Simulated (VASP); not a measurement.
Data:

```xyz
2
Lattice="0.0000 2.9422 2.9422 2.9422 0.0000 2.9422 2.9422 2.9422 0.0000" Properties=species:S:1:pos:R:3 pbc="T T T"
In     0.0000     0.0000     0.0000
P      1.4711     1.4711     1.4711
```

These are r2SCAN+rVV10, VASP's PBE PAW potentials (set 64) (plane waves; VASP) values and carry that method's errors. Run with 520 eV cut-off, 9×9×9 Γ-centred mesh, tetrahedra with Blöchl corrections, potentials In_d P.

Unless said otherwise, spin-orbit coupling is left out, though it shifts the bands of the heavy elements here.

**Question.** Tabulate the total density of states (states/eV per cell) against energy (eV; zero at the valence-band maximum or, without a gap, the Fermi level).

**Answer.** 
(E (eV), DOS (states/eV)): (-9.97, 1.54); (-9.61, 1.80); (-9.25, 0.00); (-8.89, 0.00); (-8.53, 0.00); (-8.05, 0.00); (-7.69, 0.00); (-7.33, 0.00); (-6.97, 0.00); (-6.61, 0.00); (-6.25, 0.00); (-5.89, 0.00); (-5.53, 3.02); (-5.17, 0.83); (-4.81, 0.58); (-4.33, 0.35); (-3.97, 0.28); (-3.61, 0.20); (-3.25, 1.35); (-2.89, 1.23); (-2.53, 1.52); (-2.17, 1.77); (-1.81, 1.73); (-1.45, 1.71); (-1.09, 1.56); (-0.61, 0.62); (-0.25, 0.27); (0.11, 0.00); (0.47, 0.00); (0.83, 0.00); (1.19, 0.00); (1.55, 0.01); (1.91, 0.05); (2.27, 0.54); (2.63, 1.16); (3.11, 2.00); (3.47, 1.35); (3.83, 0.78); (4.19, 0.79); (4.55, 1.91)
Within 2 eV below the valence-band maximum the largest weight inside VASP's projection spheres is P p, then In p.

The compound is InP in the zinc blende structure. It was relaxed first.
